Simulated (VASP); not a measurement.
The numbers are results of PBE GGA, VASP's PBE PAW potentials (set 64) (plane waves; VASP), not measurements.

The input files of a VASP run:

POSCAR:
```
HfN
1.0
  0.0000000000   2.3052000000   2.3052000000
  2.3052000000   0.0000000000   2.3052000000
  2.3052000000   2.3052000000   0.0000000000
Hf N
1 1
Cartesian
  0.0000000000   0.0000000000   0.0000000000
  2.3052000000   2.3052000000   2.3052000000
```

### KPOINTS
```
Automatic mesh
0
Gamma
 12 12 12
0 0 0
```

### INCAR
```
SYSTEM  =  HfN
PREC  =  Accurate; ENCUT  =  800; LREAL  =  .FALSE.
LASPH  =  .TRUE.
EDIFF  =  1E-6; NELM  =  100; ALGO  =  Normal
LMAXMIX  =  6
ISMEAR  =  1; SIGMA  =  0.1
GGA  =  PE
ISIF  =  2
LWAVE  =  .FALSE.; LCHARG  =  .FALSE.
```

POTCAR, in this order: Hf_pv N (PBE.64 set). Program: vasp_std.

Output of the run:

OSZICAR:
```
       N       E                     dE             d eps       ncg     rms          rms(c)
DAV:   1     0.582097570269E+02    0.58210E+02   -0.10404E+04  1584   0.179E+03
DAV:   2    -0.211350966505E+02   -0.79345E+02   -0.74726E+02  2080   0.340E+02
DAV:   3    -0.246884315829E+02   -0.35533E+01   -0.34913E+01  2114   0.603E+01
DAV:   4    -0.247494202896E+02   -0.60989E-01   -0.60445E-01  2094   0.762E+00
DAV:   5    -0.247507196234E+02   -0.12993E-02   -0.12933E-02  2114   0.814E-01    0.436E+01
DAV:   6    -0.218303514499E+02    0.29204E+01   -0.16348E+01  2035   0.312E+01    0.369E+01
DAV:   7    -0.217529296512E+02    0.77422E-01   -0.84688E-01  1843   0.835E+00    0.253E+01
DAV:   8    -0.217456038365E+02    0.73258E-02   -0.23200E-01  1903   0.515E+00    0.755E+00
DAV:   9    -0.217261812662E+02    0.19423E-01   -0.99700E-02  1981   0.253E+00    0.133E+00
DAV:  10    -0.217260158191E+02    0.16545E-03   -0.27090E-03  1828   0.533E-01    0.592E-01
DAV:  11    -0.217259526623E+02    0.63157E-04   -0.57842E-04  1973   0.205E-01    0.206E-02
DAV:  12    -0.217259521685E+02    0.49379E-06   -0.17177E-05  1872   0.519E-02    0.324E-02
DAV:  13    -0.217259514138E+02    0.75468E-06   -0.22735E-06  1594   0.132E-02
   1 F= -.21725951E+02 E0= -.21726114E+02  d E =0.487095E-03
```

### OUTCAR
```
------------------------ aborting loop because EDIFF is reached ----------------------------------------
  FORCE on cell =-STRESS in cart. coord.  units (eV):
  Direction    XX          YY          ZZ          XY          YZ          ZX
  --------------------------------------------------------------------------------------
  Total       -1.8615889     -1.8615889     -1.8615889      0.0000000     -0.0000000      0.0000000
  in kB     -121.7414671   -121.7414671   -121.7414671      0.0000000     -0.0000000      0.0000000
  external PRESSURE =    -121.7414671 kB  Pullay stress =       0.0000000 kB
  volume of cell :       24.50
      direct lattice vectors                 reciprocal lattice vectors
     0.000000000  2.305200000  2.305200000    -0.216900920  0.216900920  0.216900920
     2.305200000  0.000000000  2.305200000     0.216900920 -0.216900920  0.216900920
     2.305200000  2.305200000  0.000000000     0.216900920  0.216900920 -0.216900920
 POSITION                                       TOTAL-FORCE (eV/Angst)
 -----------------------------------------------------------------------------------
      0.00000      0.00000      0.00000         0.000000      0.000000      0.000000
      2.30520      2.30520      2.30520        -0.000000      0.000000     -0.000000
 -----------------------------------------------------------------------------------
    total drift:                                0.000000      0.000000      0.000000
  FREE ENERGIE OF THE ION-ELECTRON SYSTEM (eV)
  ---------------------------------------------------
  free  energy   TOTEN  =       -21.7259514138 eV

  energy  without entropy=      -21.7264385091  energy(sigma->0) =      -21.72611378
```
(Selected blocks of OUTCAR.)

The compound is HfN in the rock salt structure. The cell was not relaxed at this level. The run is one of a series of settings (ENCUT = 800 against the base run), some of them coarse on purpose. The electron count is odd and the run is not spin-polarised, which forces a metal.
